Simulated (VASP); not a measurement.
Calculation: PBE GGA with D3 dispersion (zero damping), VASP's PBE PAW potentials (set 64) (plane waves; VASP).

Input for VASP

**INCAR**
```
SYSTEM  =  KCl
PREC  =  Accurate; ENCUT  =  520; LREAL  =  .FALSE.
LASPH  =  .TRUE.
EDIFF  =  1E-6; NELM  =  100; ALGO  =  Normal
ISMEAR  =  0; SIGMA  =  0.05
GGA  =  PE; IVDW  =  11
IBRION  =  2; NSW  =  60; ISIF  =  3
EDIFFG  =  -0.01
LWAVE  =  .FALSE.; LCHARG  =  .FALSE.
```

KPOINTS:
```
kpoints
0
G
 7 7 7
```

**POSCAR**
```
KCl
1
    0.0000000000     3.1450000000     3.1450000000
    3.1450000000     0.0000000000     3.1450000000
    3.1450000000     3.1450000000     0.0000000000
K Cl
1 1
Direct
  0.0000000000   0.0000000000   0.0000000000
  0.5000000000   0.5000000000   0.5000000000
```

POTCAR, in this order: K_sv Cl (PBE.64 set). Program: vasp_std.

The run wrote:

File OSZICAR:
```
       N       E                     dE             d eps       ncg     rms          rms(c)
DAV:   1     0.105023935077E+03    0.10502E+03   -0.73210E+03   488   0.119E+03
DAV:   2    -0.359970472351E+00   -0.10538E+03   -0.97681E+02   584   0.277E+02
DAV:   3    -0.686504816567E+01   -0.65051E+01   -0.64747E+01   624   0.641E+01
DAV:   4    -0.709303648527E+01   -0.22799E+00   -0.22775E+00   860   0.110E+01
DAV:   5    -0.709442335751E+01   -0.13869E-02   -0.13868E-02   632   0.835E-01    0.333E+00
DAV:   6    -0.680441032924E+01    0.29001E+00   -0.54647E-01   596   0.408E+00    0.274E+00
DAV:   7    -0.678936965067E+01    0.15041E-01   -0.13775E-01   608   0.226E+00    0.158E+00
DAV:   8    -0.680197752215E+01   -0.12608E-01   -0.21231E-02   640   0.125E+00    0.191E-01
DAV:   9    -0.680272247703E+01   -0.74495E-03   -0.12641E-03   628   0.241E-01    0.105E-01
DAV:  10    -0.680341868881E+01   -0.69621E-03   -0.70556E-04   564   0.211E-01    0.133E-02
DAV:  11    -0.680343017448E+01   -0.11486E-04   -0.19852E-05   688   0.329E-02    0.666E-03
DAV:  12    -0.680343357869E+01   -0.34042E-05   -0.49823E-06   572   0.176E-02    0.265E-03
DAV:  13    -0.680343368358E+01   -0.10489E-06   -0.40714E-07   472   0.539E-03
   1 F= -.71730707E+01 E0= -.71730707E+01  d E =-.717307E+01
       N       E                     dE             d eps       ncg     rms          rms(c)
DAV:   1    -0.685710238192E+01   -0.53669E-01   -0.10917E+00   548   0.105E+01    0.151E+00
DAV:   2    -0.681702652354E+01    0.40076E-01   -0.99735E-02   628   0.286E+00    0.542E-01
DAV:   3    -0.680830445767E+01    0.87221E-02   -0.25220E-02   828   0.135E+00    0.423E-01
DAV:   4    -0.680836789889E+01   -0.63441E-04   -0.12682E-03   924   0.217E-01    0.204E-01
DAV:   5    -0.680847466271E+01   -0.10676E-03   -0.91332E-04   832   0.168E-01    0.415E-02
DAV:   6    -0.680845637282E+01    0.18290E-04   -0.44477E-05   920   0.589E-02    0.150E-02
DAV:   7    -0.680845261517E+01    0.37577E-05   -0.60257E-06   684   0.219E-02    0.646E-03
DAV:   8    -0.680845400784E+01   -0.13927E-05   -0.58245E-07   408   0.815E-03    0.729E-04
DAV:   9    -0.680845428223E+01   -0.27439E-06   -0.11045E-07   372   0.342E-03
   2 F= -.71778984E+01 E0= -.71778984E+01  d E =-.482765E-02
       N       E                     dE             d eps       ncg     rms          rms(c)
DAV:   1    -0.686550146270E+01   -0.57047E-01   -0.12375E+00   540   0.112E+01    0.162E+00
DAV:   2    -0.681981274067E+01    0.45689E-01   -0.11386E-01   624   0.305E+00    0.575E-01
DAV:   3    -0.680998201205E+01    0.98307E-02   -0.28249E-02   808   0.143E+00    0.450E-01
DAV:   4    -0.681004098973E+01   -0.58978E-04   -0.14428E-03   920   0.233E-01    0.218E-01
DAV:   5    -0.681016376886E+01   -0.12278E-03   -0.10504E-03   856   0.181E-01    0.450E-02
DAV:   6    -0.681014223117E+01    0.21538E-04   -0.52407E-05   916   0.632E-02    0.159E-02
DAV:   7    -0.681013827120E+01    0.39600E-05   -0.66301E-06   688   0.229E-02    0.668E-03
DAV:   8    -0.681013973871E+01   -0.14675E-05   -0.61255E-07   396   0.837E-03    0.769E-04
DAV:   9    -0.681014004655E+01   -0.30784E-06   -0.12589E-07   336   0.360E-03
   3 F= -.71795849E+01 E0= -.71795849E+01  d E =-.651416E-02
```

**OUTCAR**
```
------------------------ aborting loop because EDIFF is reached ----------------------------------------
 Edisp (eV)   -0.36944
  FORCE on cell =-STRESS in cart. coord.  units (eV):
  Direction    XX          YY          ZZ          XY          YZ          ZX
  --------------------------------------------------------------------------------------
  Total      -0.00272    -0.00272    -0.00272    -0.00000    -0.00000     0.00000
  in kB      -0.06708    -0.06708    -0.06708    -0.00000    -0.00000     0.00000
  external pressure =       -0.07 kB  Pullay stress =        0.00 kB
  volume of cell :       65.05
      direct lattice vectors                 reciprocal lattice vectors
    -0.000000000  3.192023461  3.192023461    -0.156640453  0.156640453  0.156640453
     3.192023461 -0.000000000  3.192023461     0.156640453 -0.156640453  0.156640453
     3.192023461  3.192023461  0.000000000     0.156640453  0.156640453 -0.156640453
  FREE ENERGIE OF THE ION-ELECTRON SYSTEM (eV)
  ---------------------------------------------------
  free  energy   TOTEN  =        -7.1795848631 eV

  energy  without entropy=       -7.1795848631  energy(sigma->0) =       -7.17958486

 reached required accuracy - stopping structural energy minimisation
```
(Selected blocks of OUTCAR.)

File CONTCAR:
```
KCl
   1.00000000000000
    -0.0000000000000000    3.1920234613022771    3.1920234613022771
     3.1920234613022771   -0.0000000000000000    3.1920234613022771
     3.1920234613022771    3.1920234613022771    0.0000000000000000
  K               Cl
     1     1
Direct
     0.0000000000000000    0.0000000000000000    0.0000000000000000
     0.5000000000000000    0.5000000000000000    0.5000000000000000
```

Energy and stress use the plane-wave basis of the starting cell.

The compound is KCl in the rock salt structure. This run relaxes it. Symmetry was kept, so distortions that lower it aren't found.
